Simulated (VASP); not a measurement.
Calculation: vdW-DF2, VASP's PBE PAW potentials (set 64) (plane waves; VASP).

Input for VASP

**KPOINTS**
```
Automatic mesh
0
Gamma
 4 4 6
0 0 0
```

**POSCAR**
```
MnF2
1
    4.8475729955    -0.0000000000     0.0000000000
    0.0000000000     4.8475729955     0.0000000000
    0.0000000000     0.0000000000     3.2880591720
Mn F
2 4
Direct
  0.0000000000   1.0000000000   1.0000000000
  0.5000000000   0.5000000000   0.5000000000
  0.3042902355   0.3042902355   0.0000000000
  0.8042902355   0.1957097645   0.5000000000
  0.1957097645   0.8042902355   0.5000000000
  0.6957097645   0.6957097645   1.0000000000
```

### INCAR
```
# general
SYSTEM   = MnF2
PREC     = Accurate
ENCUT    = 520
LREAL    = .FALSE.
LASPH    = .TRUE.

# electronic loop
EDIFF    = 1E-6
NELM     = 100
ALGO     = Normal
LMAXMIX  = 4

# smearing
ISMEAR   = 0
SIGMA    = 0.05

# functional
GGA      = ML
LUSE_VDW = .TRUE.
AGGAC    = 0.0
ZAB_VDW  = -1.8867

# spin
ISPIN    = 2
MAGMOM   = 5.0 -5.0 4*0.0

# ions
IBRION   = 2
NSW      = 60
ISIF     = 3
EDIFFG   = -0.02

# output
LWAVE    = .FALSE.
LCHARG   = .FALSE.
LORBIT   = 10
```

POTCAR, in this order: Mn_pv F (PBE.64 set). Program: vasp_std.

What VASP printed:

OSZICAR:
```
       N       E                     dE             d eps       ncg     rms          rms(c)
DAV:   1     0.739232825335E+03    0.73923E+03   -0.31734E+04  3144   0.193E+03
DAV:   2     0.433202591222E+02   -0.69591E+03   -0.67130E+03  3440   0.556E+02
DAV:   3    -0.283685170510E+02   -0.71689E+02   -0.71125E+02  3400   0.188E+02
DAV:   4    -0.301950341054E+02   -0.18265E+01   -0.18189E+01  3648   0.301E+01
DAV:   5    -0.302270067612E+02   -0.31973E-01   -0.31965E-01  3272   0.438E+00    0.218E+01
DAV:   6    -0.251338187814E+02    0.50932E+01   -0.30893E+01  3640   0.381E+01    0.142E+01
DAV:   7    -0.252832765089E+02   -0.14946E+00   -0.21588E+00  3160   0.112E+01    0.102E+01
DAV:   8    -0.249147777028E+02    0.36850E+00   -0.66060E-01  3072   0.768E+00    0.326E+00
DAV:   9    -0.252593426519E+02   -0.34456E+00   -0.18590E-01  3352   0.468E+00    0.115E+00
DAV:  10    -0.252628201799E+02   -0.34775E-02   -0.23201E-02  3408   0.993E-01    0.197E-01
DAV:  11    -0.252627927715E+02    0.27408E-04   -0.69417E-04  3504   0.250E-01    0.677E-02
DAV:  12    -0.252628757695E+02   -0.82998E-04   -0.63513E-05  3328   0.732E-02    0.517E-02
DAV:  13    -0.252628694062E+02    0.63634E-05   -0.16526E-05  3328   0.292E-02    0.214E-02
DAV:  14    -0.252628720177E+02   -0.26116E-05   -0.46823E-06  2968   0.205E-02    0.286E-03
DAV:  15    -0.252628761349E+02   -0.41172E-05   -0.36213E-07  1744   0.539E-03    0.143E-03
DAV:  16    -0.252628760848E+02    0.50075E-07   -0.11142E-07  1696   0.274E-03
   1 F= -.25262876E+02 E0= -.25262876E+02  d E =-.252629E+02  mag=    -0.0000
       N       E                     dE             d eps       ncg     rms          rms(c)
DAV:   1    -0.295121853816E+02   -0.42493E+01   -0.97616E+01  3288   0.949E+01    0.187E+01
DAV:   2    -0.255518733174E+02    0.39603E+01   -0.13969E+01  3112   0.277E+01    0.126E+01
DAV:   3    -0.254523380164E+02    0.99535E-01   -0.81832E-01  3616   0.915E+00    0.407E+00
DAV:   4    -0.253879608462E+02    0.64377E-01   -0.10343E-01  3888   0.278E+00    0.283E+00
DAV:   5    -0.253637520550E+02    0.24209E-01   -0.22846E-02  3272   0.129E+00    0.888E-01
DAV:   6    -0.253632808799E+02    0.47118E-03   -0.35057E-03  3632   0.695E-01    0.810E-02
DAV:   7    -0.253633659316E+02   -0.85052E-04   -0.43510E-04  3304   0.144E-01    0.426E-02
DAV:   8    -0.253633832322E+02   -0.17301E-04   -0.30855E-05  3656   0.448E-02    0.180E-02
DAV:   9    -0.253633785447E+02    0.46875E-05   -0.33065E-06  2960   0.184E-02    0.598E-03
DAV:  10    -0.253633762005E+02    0.23442E-05   -0.53541E-07  2272   0.804E-03    0.112E-03
DAV:  11    -0.253633763020E+02   -0.10157E-06   -0.16339E-07  1616   0.332E-03
   2 F= -.25363376E+02 E0= -.25363376E+02  d E =-.100500E+00  mag=    -0.0000
       N       E                     dE             d eps       ncg     rms          rms(c)
DAV:   1    -0.255606152133E+02   -0.19724E+00   -0.42378E+00  3384   0.190E+01    0.387E+00
DAV:   2    -0.253757275349E+02    0.18489E+00   -0.74127E-01  3336   0.624E+00    0.235E+00
DAV:   3    -0.253737502656E+02    0.19773E-02   -0.41741E-02  3608   0.193E+00    0.776E-01
DAV:   4    -0.253713414606E+02    0.24088E-02   -0.25782E-03  3984   0.409E-01    0.501E-01
DAV:   5    -0.253704081833E+02    0.93328E-03   -0.81867E-04  3448   0.237E-01    0.177E-01
DAV:   6    -0.253703934368E+02    0.14746E-04   -0.95934E-05  3600   0.107E-01    0.173E-02
DAV:   7    -0.253703903787E+02    0.30582E-05   -0.12568E-05  3152   0.249E-02    0.815E-03
DAV:   8    -0.253703921873E+02   -0.18086E-05   -0.63857E-07  1744   0.707E-03    0.271E-03
DAV:   9    -0.253703915045E+02    0.68280E-06   -0.12708E-07  1584   0.331E-03
   3 F= -.25370392E+02 E0= -.25370392E+02  d E =-.107515E+00  mag=     0.0000
       N       E                     dE             d eps       ncg     rms          rms(c)
DAV:   1    -0.253714206398E+02   -0.10285E-02   -0.23717E-02  3336   0.143E+00    0.289E-01
DAV:   2    -0.253703961036E+02    0.10245E-02   -0.39747E-03  3352   0.460E-01    0.180E-01
DAV:   3    -0.253703823163E+02    0.13787E-04   -0.22325E-04  3608   0.143E-01    0.593E-02
DAV:   4    -0.253703731007E+02    0.92156E-05   -0.15879E-05  3912   0.326E-02    0.388E-02
DAV:   5    -0.253703610726E+02    0.12028E-04   -0.46618E-06  3024   0.183E-02    0.136E-02
DAV:   6    -0.253703628722E+02   -0.17997E-05   -0.56579E-07  1720   0.873E-03    0.132E-03
DAV:   7    -0.253703632517E+02   -0.37948E-06   -0.14018E-07  1600   0.282E-03
   4 F= -.25370363E+02 E0= -.25370363E+02  d E =-.107487E+00  mag=     0.0000
       N       E                     dE             d eps       ncg     rms          rms(c)
DAV:   1    -0.253719142914E+02   -0.15514E-02   -0.92847E-02  3280   0.252E+00    0.329E-01
DAV:   2    -0.253707001665E+02    0.12141E-02   -0.51274E-03  3296   0.570E-01    0.205E-01
DAV:   3    -0.253706523190E+02    0.47848E-04   -0.35333E-04  3640   0.159E-01    0.794E-02
DAV:   4    -0.253706126415E+02    0.39677E-04   -0.24239E-05  4040   0.421E-02    0.468E-02
DAV:   5    -0.253706082310E+02    0.44105E-05   -0.14138E-05  3848   0.315E-02    0.160E-02
DAV:   6    -0.253706065169E+02    0.17142E-05   -0.17628E-06  2480   0.114E-02    0.468E-03
DAV:   7    -0.253706058919E+02    0.62496E-06   -0.16132E-07  1600   0.382E-03
   5 F= -.25370606E+02 E0= -.25370606E+02  d E =-.242640E-03  mag=     0.0000
       N       E                     dE             d eps       ncg     rms          rms(c)
DAV:   1    -0.253724494650E+02   -0.18429E-02   -0.12444E-01  3280   0.292E+00    0.381E-01
DAV:   2    -0.253708213884E+02    0.16281E-02   -0.68851E-03  3296   0.660E-01    0.237E-01
DAV:   3    -0.253707569394E+02    0.64449E-04   -0.47394E-04  3640   0.184E-01    0.921E-02
DAV:   4    -0.253707046610E+02    0.52278E-04   -0.32462E-05  4064   0.487E-02    0.542E-02
DAV:   5    -0.253706971619E+02    0.74991E-05   -0.18955E-05  3848   0.365E-02    0.185E-02
DAV:   6    -0.253706952521E+02    0.19098E-05   -0.23703E-06  2656   0.131E-02    0.542E-03
DAV:   7    -0.253706945371E+02    0.71501E-06   -0.20503E-07  1576   0.434E-03
   6 F= -.25370695E+02 E0= -.25370695E+02  d E =-.331285E-03  mag=     0.0000
```

OUTCAR:
```
------------------------ aborting loop because EDIFF is reached ----------------------------------------
  FORCE on cell =-STRESS in cart. coord.  units (eV):
  Direction    XX          YY          ZZ          XY          YZ          ZX
  --------------------------------------------------------------------------------------
  Total        0.0976324      0.0976324      0.0607311     -0.0000000      0.0000000      0.0000000
  in kB        1.9040125      1.9040125      1.1843697     -0.0000000      0.0000000      0.0000000
  external PRESSURE =       1.6641315 kB  Pullay stress =       0.0000000 kB
  volume of cell :       82.16
      direct lattice vectors                 reciprocal lattice vectors
     4.942929274 -0.000000000  0.000000000     0.202309186 -0.000000000  0.000000000
     0.000000000  4.942929274  0.000000000     0.000000000  0.202309186  0.000000000
     0.000000000  0.000000000  3.362527608     0.000000000  0.000000000  0.297395328
 POSITION                                       TOTAL-FORCE (eV/Angst)
 -----------------------------------------------------------------------------------
      0.00000      0.00000      0.00000        -0.000000     -0.000000     -0.000000
      2.47146      2.47146      1.68126        -0.000000     -0.000000     -0.000000
      1.49730      1.49730      0.00000        -0.011456     -0.011456     -0.000000
      3.96877      0.97416      1.68126        -0.011456      0.011456      0.000000
      0.97416      3.96877      1.68126         0.011456     -0.011456     -0.000000
      3.44563      3.44563      0.00000         0.011456      0.011456      0.000000
 -----------------------------------------------------------------------------------
    total drift:                                0.000000      0.000000      0.000000
  FREE ENERGIE OF THE ION-ELECTRON SYSTEM (eV)
  ---------------------------------------------------
  free  energy   TOTEN  =       -25.3706945371 eV

  energy  without entropy=      -25.3706945371  energy(sigma->0) =      -25.37069454

 total charge

# of ion       s       p       d       tot
------------------------------------------
    1        0.156   6.128   4.951  11.235
    2        0.156   6.128   4.951  11.235
    3        1.727   4.351   0.000   6.078
    4        1.727   4.351   0.000   6.078
    5        1.727   4.351   0.000   6.078
    6        1.727   4.351   0.000   6.078
--------------------------------------------------
tot          7.221  29.660   9.901  46.782

 magnetization (x)

# of ion       s       p       d       tot
------------------------------------------
    1        0.016   0.009   4.499   4.523
    2       -0.016  -0.009  -4.499  -4.523
    3       -0.002  -0.026   0.000  -0.029
    4        0.002   0.026   0.000   0.029
    5        0.002   0.026   0.000   0.029
    6       -0.002  -0.026   0.000  -0.029
--------------------------------------------------
tot         -0.000   0.000  -0.000  -0.000

 reached required accuracy - stopping structural energy minimisation
```
(Selected blocks of OUTCAR.)

**CONTCAR**
```
MnF2
   1.00000000000000
     4.9429292737804174   -0.0000000000000000    0.0000000000000000
     0.0000000000000000    4.9429292737804174    0.0000000000000000
     0.0000000000000000    0.0000000000000000    3.3625276079882589
  Mn              F
     2     4
Direct
     0.0000000000000000    0.0000000000000000    0.0000000000000000
     0.5000000000000000    0.5000000000000000    0.5000000000000000
     0.3029183628600275    0.3029183628600275    0.0000000000000000
     0.8029183628600274    0.1970816371399725    0.5000000000000000
     0.1970816371399725    0.8029183628600274    0.5000000000000000
     0.6970816371399726    0.6970816371399726    0.0000000000000000
```

OUTCAR:
```
 val. band max:        1.9504615623   @ k =   0.2500   0.2500   0.5000

 cond. band min:       3.9793229148   @ k =   0.0000   0.0000   0.0000


 Fermi energy:         2.3267951664

 spin component 1

 k-point     1 :       0.0000    0.0000    0.0000
  band No.  band energies     occupation
      1     -47.5177      1.00000
      2     -47.4601      1.00000
      3     -47.4509      1.00000
      4     -42.8857      1.00000
      5     -42.8222      1.00000
      6     -42.8141      1.00000
      7     -21.6358      1.00000
      8     -21.1674      1.00000
      9     -21.1669      1.00000
     10     -21.1148      1.00000
     11      -5.0738      1.00000
     12      -4.1329      1.00000
     13      -3.7619      1.00000
     14      -3.5841      1.00000
     15      -3.2385      1.00000
     16      -3.2271      1.00000
     17      -3.2078      1.00000
     18      -3.1763      1.00000
     19      -2.3482      1.00000
     20      -2.0020      1.00000
     21      -1.9912      1.00000
     22      -1.7143      1.00000
     23       0.4401      1.00000
     24       0.6838      1.00000
     25       0.8223      1.00000
     26       1.6346      1.00000
     27       1.8686      1.00000
     28       3.9793      0.00000
     29       4.2524      0.00000
     30       4.6450      0.00000
     31       4.6646      0.00000
     32       5.5386      0.00000

 k-point     2 :       0.2500    0.0000    0.0000
  band No.  band energies     occupation
      1     -47.5177      1.00000
      2     -47.4601      1.00000
      3     -47.4510      1.00000
      4     -42.8857      1.00000
      5     -42.8222      1.00000
      6     -42.8141      1.00000
      7     -21.5740      1.00000
      8     -21.2557      1.00000
      9     -21.1475      1.00000
     10     -21.1130      1.00000
     11      -4.8641      1.00000
     12      -4.1442      1.00000
     13      -3.6364      1.00000
     14      -3.6004      1.00000
...
```

Energy and stress use the plane-wave basis of the starting cell.

The compound is MnF2 in the rutile structure. This run relaxes it. Symmetry was kept, so distortions that lower it aren't found. The start is the result of an earlier pass.
